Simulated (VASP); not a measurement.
Crystal: Rh.

```
Rh
1.0
     0.00000    1.89785    1.89785
     1.89785    0.00000    1.89785
     1.89785    1.89785    0.00000
Rh
1
Cartesian
  0.0000 0.0000 0.0000
```

| Quantity | Value |
| --- | --- |
| Program | VASP 6.6.1 |
| Task | relaxation of cell and atoms |
| Functional | PBE |
| Potentials or basis | VASP PAW PBE potentials, release 64 (Rh_pv) |
| Cutoff | 520 eV |
| k mesh | 20 × 20 × 20 |
| Occupations | gaussian, width 0.1 eV |
| Spin | no spin polarisation |

At the start: pressure 7.5 GPa; volume 13.67 Å³/atom.

**Question.** How do energy, volume and symmetry change on relaxing?

**Answer.** Over 3 steps the energy falls by 8.5 meV/atom and the volume is 14.06 Å³/atom (+2.8 %); space group Fm-3m (No. 225, to 0.05 Å).

Step by step:
```
step  energy change (eV)  largest force (eV/Å)  pressure (GPa)  volume (Å³)
   1              0.0000                0.0000            7.47        13.67
   2              0.0341                0.0000          -13.81        14.97
   3             -0.0085                0.0000           -0.09        14.06
```

Final structure:
```cif
data_structure
_symmetry_space_group_name_H-M 'P 1'
_symmetry_Int_Tables_number 1
_cell_length_a 2.7090
_cell_length_b 2.7090
_cell_length_c 2.7090
_cell_angle_alpha 60.000
_cell_angle_beta 60.000
_cell_angle_gamma 60.000
_cell_volume 14.06
loop_
_atom_site_label
_atom_site_type_symbol
_atom_site_fract_x
_atom_site_fract_y
_atom_site_fract_z
_atom_site_occupancy
Rh1 Rh 0.00000 0.00000 0.00000 1
```
